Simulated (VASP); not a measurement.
Here is the system:

```yaml
crystal:
  lattice:
    - [0.00000, 2.23351, 2.23351]
    - [2.23351, 0.00000, 2.23351]
    - [8.93299, 8.93299, 0.00106]
  atoms:
    - { symbol: Ga, position: [0.00342, 0.00342, 0.99744] }
    - { symbol: Ga, position: [0.99976, 0.99976, 0.25018] }
    - { symbol: Ga, position: [0.99693, 0.99693, 0.50230] }
    - { symbol: N, position: [0.25124, 0.25124, 0.06157] }
    - { symbol: N, position: [0.24832, 0.24832, 0.31376] }
    - { symbol: N, position: [0.24401, 0.24401, 0.56699] }
    - { symbol: N, position: [0.25658, 0.25658, 0.80756] }
    - { symbol: Al, position: [0.99974, 0.99974, 0.75020] }
```

Calculation: PBEsol GGA, VASP's PBE PAW potentials (set 64) (plane waves; VASP 6.6.1). Settings: 520 eV cut-off, 10×10×3 Γ-centred mesh, tetrahedra with Blöchl corrections, potentials Ga_d N Al.

Problem. The job: AlGa$_{3}$N$_{4}$ (ordered alloy cell), 8 atoms, PBEsol, static run, 520 eV, 10×10×3 Γ-centred mesh. Roughly how much core time does it take on a busy server core?

Solution. About 9 core-minutes (one run on a shared machine, a rough figure). It had 78 irreducible k-points, 37 bands, up to 2417 plane waves and 17 electronic steps.

The structure was generated: AlGa3N4 was put into an ordered model structure (R3m), which need not be its known phase. It was relaxed first.
